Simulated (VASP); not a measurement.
Consider the following.

```xyz
4
Lattice="1.6237 -4.9856 0.0000 1.6237 4.9856 0.0000 0.0000 0.0000 4.0986" Properties=species:S:1:pos:R:3 pbc="T T T"
P      1.6237     3.9261     3.7994
P      1.6237     1.0594     1.7501
P      1.6237    -1.0594     2.3484
P      1.6237    -3.9261     0.2992
```

Method: PBE GGA with D4 dispersion, VASP's PBE PAW potentials (set 64) (plane waves; VASP). Run with 520 eV cut-off, 10×10×7 Γ-centred mesh, first-order Methfessel-Paxton smearing of 0.10 eV, potentials P.

Problem. The ions and cell shape at fixed volume are relaxed. Predict the relaxed structure.

Solution. 
```xyz
4
Lattice="1.6634 -4.9873 0.0000 1.6634 4.9873 0.0000 0.0000 0.0000 3.9994" Properties=species:S:1:pos:R:3 pbc="T T T"
P      1.6634     3.8986     3.7368
P      1.6634     1.0886     1.7371
P      1.6634    -1.0886     2.2623
P      1.6634    -3.8986     0.2626
```
Space group Cmce (64), at a tolerance of 0.03 Å.

Problem. How much energy does the relaxation gain?

Solution. The energy (σ→0) changes by -13.3 meV/atom, in 11 ionic steps.

| step | E(σ→0) (eV) | max force (eV/Å) | pressure (GPa) | volume (Å³) |
|---|---|---|---|---|
| 1 | -22.9688 | 0.564 | 6.35 | 66.36 |
| 2 | -23.0097 | 0.128 | 3.73 | 66.36 |
| 3 | -23.0130 | 0.086 | 2.78 | 66.36 |
| 4 | -23.0193 | 0.058 | 2.44 | 66.36 |
| 5 | -23.0198 | 0.111 | 2.30 | 66.36 |
| 6 | -23.0209 | 0.014 | 2.14 | 66.36 |
| 7 | -23.0211 | 0.022 | 2.18 | 66.36 |
| 8 | -23.0217 | 0.014 | 2.12 | 66.36 |
| 9 | -23.0220 | 0.009 | 2.06 | 66.36 |
| 10 | -23.0219 | 0.017 | 1.94 | 66.36 |
| 11 | -23.0221 | 0.009 | 2.01 | 66.36 |

The compound is P in the black structure. This cell is one point of a volume scan, at 0.94 of the reference volume. Symmetry was kept, so distortions that lower it aren't found.
